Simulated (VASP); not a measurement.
Output of a VASP run:

OSZICAR:
```
       N       E                     dE             d eps       ncg     rms          rms(c)
DAV:   1     0.377063392738E+03    0.37706E+03   -0.24151E+04   920   0.194E+03
DAV:   2    -0.291013534683E+02   -0.40616E+03   -0.39756E+03  1127   0.491E+02
DAV:   3    -0.500073775993E+02   -0.20906E+02   -0.20856E+02  1186   0.108E+02
DAV:   4    -0.505095313769E+02   -0.50215E+00   -0.50194E+00  1651   0.145E+01
DAV:   5    -0.505116122571E+02   -0.20809E-02   -0.20805E-02  1172   0.958E-01    0.391E+01
DAV:   6    -0.430540039390E+02    0.74576E+01   -0.37516E+01  1117   0.450E+01    0.161E+01
DAV:   7    -0.429063578361E+02    0.14765E+00   -0.19372E+00  1241   0.973E+00    0.996E+00
DAV:   8    -0.428469418418E+02    0.59416E-01   -0.28628E-01  1221   0.471E+00    0.117E+00
DAV:   9    -0.428415937096E+02    0.53481E-02   -0.24074E-02  1213   0.112E+00    0.202E-01
DAV:  10    -0.428412093473E+02    0.38436E-03   -0.48872E-03  1299   0.573E-01    0.622E-02
DAV:  11    -0.428412133217E+02   -0.39744E-05   -0.33976E-04  1245   0.161E-01    0.338E-02
DAV:  12    -0.428412275946E+02   -0.14273E-04   -0.51811E-05  1366   0.551E-02    0.837E-03
DAV:  13    -0.428412272444E+02    0.35020E-06   -0.47782E-06  1015   0.148E-02
   1 F= -.39051011E+02 E0= -.39051011E+02  d E =-.390510E+02
```

**OUTCAR**
```
------------------------ aborting loop because EDIFF is reached ----------------------------------------
  FORCE on cell =-STRESS in cart. coord.  units (eV):
  Direction    XX          YY          ZZ          XY          YZ          ZX
  --------------------------------------------------------------------------------------
  Total        3.7760075      3.7760075      3.7760075      0.0000000      0.0000000     -0.0000000
  in kB       99.6251313     99.6251313     99.6251313      0.0000000      0.0000000     -0.0000000
  external PRESSURE =      -0.3748687 kB  Pullay stress =     100.0000000 kB
  volume of cell :       60.73
      direct lattice vectors                 reciprocal lattice vectors
     3.930593900  0.000000000  0.000000000     0.254414479  0.000000000  0.000000000
     0.000000000  3.930593900  0.000000000     0.000000000  0.254414479  0.000000000
     0.000000000  0.000000000  3.930593900     0.000000000  0.000000000  0.254414479
 POSITION                                       TOTAL-FORCE (eV/Angst)
 -----------------------------------------------------------------------------------
      0.00000      0.00000      0.00000         0.000000      0.000000      0.000000
      1.96530      1.96530      1.96530         0.000000      0.000000      0.000000
      1.96530      0.00000      1.96530         0.000000      0.000000      0.000000
      0.00000      1.96530      1.96530         0.000000      0.000000      0.000000
      1.96530      1.96530      0.00000         0.000000      0.000000      0.000000
 -----------------------------------------------------------------------------------
    total drift:                                0.000000     -0.000000     -0.000000
  FREE ENERGIE OF THE ION-ELECTRON SYSTEM (eV)
  ---------------------------------------------------
  free  energy   TOTEN  =       -42.8412272444 eV

  energy  without entropy=      -42.8412272444  energy(sigma->0) =      -42.84122724
  enthalpy is  TOTEN    =       -39.0510113798 eV   P V=        3.7902158647

 reached required accuracy - stopping structural energy minimisation
```
(Selected blocks of OUTCAR.)

File POSCAR:
```
KTaO3
1
    3.9305939001     0.0000000000    -0.0000000000
    0.0000000000     3.9305939001     0.0000000000
    0.0000000000     0.0000000000     3.9305939001
K Ta O
1 1 3
Direct
  0.0000000000   0.0000000000   0.0000000000
  0.5000000000   0.5000000000   0.5000000000
  0.5000000000   0.0000000000   0.5000000000
  0.0000000000   0.5000000000   0.5000000000
  0.5000000000   0.5000000000   0.0000000000
```

### Question
Reconstruct the remaining input files.

### Answer
This is not unique; one that fits is the input of the run itself, PBEsol GGA, plane waves, VASP's PBE PAW potentials (set 64).

**KPOINTS**
```
kpoints
0
G
 6 6 6
```

INCAR:
```
# general
SYSTEM  = KTaO3
PREC    = Accurate
ENCUT   = 620
LREAL   = F
LASPH   = T

# electronic loop
EDIFF   = 1E-6
NELM    = 100
ALGO    = Normal
LMAXMIX = 6

# smearing
ISMEAR  = 0
SIGMA   = 0.05

# functional
GGA     = PS

# ions
IBRION  = 2
NSW     = 40
ISIF    = 3
EDIFFG  = -0.02
PSTRESS = 100

# output
LWAVE   = F
LCHARG  = F
```

POTCAR, in this order: K_sv Ta_pv O (PBE.64 set). Program: vasp_std.

The compound is KTaO3 in the cubic perovskite structure. It was relaxed first under an external pressure of 10 GPa.
